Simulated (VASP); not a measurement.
Level of theory: PBEsol GGA, VASP's PBE PAW potentials (set 64) (plane waves; VASP).

The input files of a VASP run:

### KPOINTS
```
Automatic mesh
0
Gamma
8 8 8
0 0 0
```

### POSCAR
```
Al3Sc
1
    3.7097422349     0.0000000000    -0.0000000000
   -0.0000000000     3.7097422349     0.0000000000
   -0.0000000000     0.0000000000     3.7097422349
Sc Al
1 3
Direct
  0.0000000000   0.0000000000   0.0000000000
  0.0000000000   0.5000000000   0.5000000000
  0.5000000000   0.0000000000   0.5000000000
  0.5000000000   0.5000000000   0.0000000000
```

### INCAR
```
SYSTEM = Al3Sc
PREC = Accurate
ENCUT = 500
EDIFF = 1E-6
NELM = 100
ALGO = Normal
LREAL = .FALSE.
LASPH = .TRUE.
ISMEAR = 1
SIGMA = 0.1
GGA = PS
LMAXMIX = 4
LWAVE = .FALSE.
LCHARG = .FALSE.
IBRION = 2
ISIF = 3
NSW = 40
EDIFFG = -0.02
PSTRESS = 450
```

POTCAR, in this order: Sc_sv Al (PBE.64 set). Program: vasp_std.

Output of the run:

File OSZICAR:
```
       N       E                     dE             d eps       ncg     rms          rms(c)
DAV:   1     0.121345446621E+03    0.12135E+03   -0.85520E+03   980   0.132E+03
DAV:   2    -0.110636890773E+02   -0.13241E+03   -0.13045E+03   986   0.375E+02
DAV:   3    -0.196271225360E+02   -0.85634E+01   -0.81227E+01  1572   0.762E+01
DAV:   4    -0.197425565572E+02   -0.11543E+00   -0.11529E+00  1342   0.997E+00
DAV:   5    -0.197442945668E+02   -0.17380E-02   -0.17378E-02  1408   0.122E+00    0.161E+01
DAV:   6    -0.190156821011E+02    0.72861E+00   -0.31415E+00  1576   0.247E+01    0.690E+00
DAV:   7    -0.189372127757E+02    0.78469E-01   -0.68121E-02  1066   0.204E+00    0.308E+00
DAV:   8    -0.189172655657E+02    0.19947E-01   -0.23109E-02  1566   0.134E+00    0.353E-01
DAV:   9    -0.189167523010E+02    0.51326E-03   -0.22427E-03  1168   0.423E-01    0.164E-01
DAV:  10    -0.189167164565E+02    0.35844E-04   -0.22781E-04  1348   0.126E-01    0.106E-01
DAV:  11    -0.189167069160E+02    0.95405E-05   -0.23698E-05  1242   0.341E-02    0.731E-03
DAV:  12    -0.189167067156E+02    0.20036E-06   -0.88256E-07   822   0.835E-03
   1 F= -.45772356E+01 E0= -.45771949E+01  d E =-.457724E+01
```

File OUTCAR:
```
------------------------ aborting loop because EDIFF is reached ----------------------------------------
  FORCE on cell =-STRESS in cart. coord.  units (eV):
  Direction    XX          YY          ZZ          XY          YZ          ZX
  --------------------------------------------------------------------------------------
  Total       14.3275281     14.3275281     14.3275281     -0.0000000     -0.0000000      0.0000000
  in kB      449.6252047    449.6252047    449.6252047     -0.0000000     -0.0000000      0.0000000
  external PRESSURE =      -0.3747953 kB  Pullay stress =     450.0000000 kB
  volume of cell :       51.05
      direct lattice vectors                 reciprocal lattice vectors
     3.709742235  0.000000000  0.000000000     0.269560508  0.000000000  0.000000000
     0.000000000  3.709742235  0.000000000     0.000000000  0.269560508  0.000000000
     0.000000000  0.000000000  3.709742235     0.000000000  0.000000000  0.269560508
 POSITION                                       TOTAL-FORCE (eV/Angst)
 -----------------------------------------------------------------------------------
      0.00000      0.00000      0.00000         0.000000      0.000000      0.000000
      0.00000      1.85487      1.85487         0.000000      0.000000      0.000000
      1.85487      0.00000      1.85487         0.000000      0.000000      0.000000
      1.85487      1.85487      0.00000         0.000000      0.000000      0.000000
 -----------------------------------------------------------------------------------
    total drift:                               -0.000000     -0.000000     -0.000000
  FREE ENERGIE OF THE ION-ELECTRON SYSTEM (eV)
  ---------------------------------------------------
  free  energy   TOTEN  =       -18.9167067156 eV

  energy  without entropy=      -18.9165848748  energy(sigma->0) =      -18.91666610
  enthalpy is  TOTEN    =        -4.5772355589 eV   P V=       14.3394711568

 reached required accuracy - stopping structural energy minimisation
```
(Selected blocks of OUTCAR.)

OUTCAR:
```
 val. band max:        9.9930258445   @ k =   0.5000   0.2500   0.0000

 cond. band min:      10.0933188799   @ k =   0.5000   0.2500   0.2500


 Fermi energy:        10.0283950089

 k-point     1 :       0.0000    0.0000    0.0000
  band No.  band energies     occupation
      1     -37.6634      2.00000
      2     -16.6030      2.00000
      3     -16.6030      2.00000
      4     -16.6030      2.00000
      5      -1.4714      2.00000
      6       6.9797      2.00000
      7       6.9797      2.00000
      8       8.2938      2.00000
      9       8.2938      2.00000
     10       8.2938      2.00000
     11      11.2374     -0.00000
     12      11.4703     -0.00000
     13      11.4703     -0.00000
     14      11.4703     -0.00000

 k-point     2 :       0.1250    0.0000    0.0000
  band No.  band energies     occupation
      1     -37.6624      2.00000
      2     -16.6217      2.00000
      3     -16.6017      2.00000
      4     -16.6017      2.00000
      5      -1.2871      2.00000
      6       6.0180      2.00000
      7       7.0889      2.00000
      8       8.2422      2.00000
      9       8.2422      2.00000
     10       8.7370      2.00000
     11      11.4582     -0.00000
     12      11.4582     -0.00000
     13      11.5415     -0.00000
     14      12.0145     -0.00000

 k-point     3 :       0.2500    0.0000    0.0000
  band No.  band energies     occupation
      1     -37.6600      2.00000
      2     -16.6663      2.00000
      3     -16.5985      2.00000
      4     -16.5985      2.00000
      5      -0.7486      2.00000
      6       4.4141      2.00000
      7       7.3840      2.00000
      8       8.1107      2.00000
      9       8.1107      2.00000
     10       9.5574      2.00000
     11      11.4931     -0.00000
     12      11.4931     -0.00000
     13      11.7262     -0.00000
     14      13.3005      0.00000

 k-point     4 :       0.3750    0.0000    0.0000
  band No.  band energies     occupation
...
```

The compound is Al3Sc in the L1_2 structure. It was relaxed first under an external pressure of 45 GPa.
